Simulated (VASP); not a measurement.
An input for Quantum ESPRESSO's pw.x (written as the equivalent of a VASP run, and not itself run):

```
&CONTROL
  calculation = 'scf'
  pseudo_dir = './pseudo'
  outdir = './out'
  tprnfor = .true.
  tstress = .true.
/
&SYSTEM
  ibrav = 0
  nat = 4
  ntyp = 2
  ecutwfc = 82
  occupations = 'smearing'
  smearing = 'fermi-dirac'
  degauss = 0.00735
  input_dft = 'pbesol'
  noncolin = .true.
  lspinorb = .true.
/
&ELECTRONS
  conv_thr = 7.3e-08
  electron_maxstep = 100
/
ATOMIC_SPECIES
  Y 88.906 Y.upf
  Pd 106.420 Pd.upf
CELL_PARAMETERS angstrom
     4.0730000    0.0000000    0.0000000
     0.0000000    4.0730000    0.0000000
     0.0000000    0.0000000    4.0730000
ATOMIC_POSITIONS crystal
  Y    0.0000000  0.0000000  0.0000000
  Pd   0.0000000  0.5000000  0.5000000
  Pd   0.5000000  0.0000000  0.5000000
  Pd   0.5000000  0.5000000  0.0000000
K_POINTS automatic
  7 7 7 0 0 0
```

Problem. Write the VASP files for the same calculation (PBEsol+SOC).

Solution. This is not unique; one that fits is 
### KPOINTS
```
Automatic mesh
0
gamma
7 7 7
```

**INCAR**
```
SYSTEM = YPd3
PREC = Accurate
ENCUT = 300
EDIFF = 1E-6
NELM = 100
ALGO = Normal
LREAL = .FALSE.
LASPH = .TRUE.
ISMEAR = -1
SIGMA = 0.1
GGA = PS
LMAXMIX = 4
LWAVE = .FALSE.
LCHARG = .FALSE.
ISIF = 2
LSORBIT = .TRUE.
LNONCOLLINEAR = .TRUE.
MAGMOM = 0.0 0.0 0.0 0.0 0.0 0.0 0.0 0.0 0.0 0.0 0.0 0.0
GGA_COMPAT = .FALSE.
LORBIT = 11
```

POSCAR:
```
YPd3
1.0
  4.0730000000   0.0000000000   0.0000000000
  0.0000000000   4.0730000000   0.0000000000
  0.0000000000   0.0000000000   4.0730000000
Y Pd
1 3
Cart
  0.0000000000   0.0000000000   0.0000000000
  0.0000000000   2.0365000000   2.0365000000
  2.0365000000   0.0000000000   2.0365000000
  2.0365000000   2.0365000000   0.0000000000
```

POTCAR, in this order: Y_sv Pd (PBE.64 set). Program: vasp_ncl.

Limits of the translation: the potentials are each code's own (VASP's PAW set, PseudoDojo norm-conserving files, fully relativistic, in pw.x), so ENCUT and ecutwfc are chosen apart and not converted; conv_thr bounds pw.x's estimated SCF error, while EDIFF bounds the energy change between steps.

The structure comes from a measured YPd3 entry of the Crystallography Open Database, whose conditions weren't checked. The cell was not relaxed at this level. The run is one of a series of settings (GGA_COMPAT = .FALSE., LNONCOLLINEAR = .TRUE., LSORBIT = .TRUE., MAGMOM = 0.0 0.0 0.0 0.0 0.0 0.0 0.0 0.0 0.0 0.0 0.0 0.0, program vasp_ncl against the base run), some of them coarse on purpose.
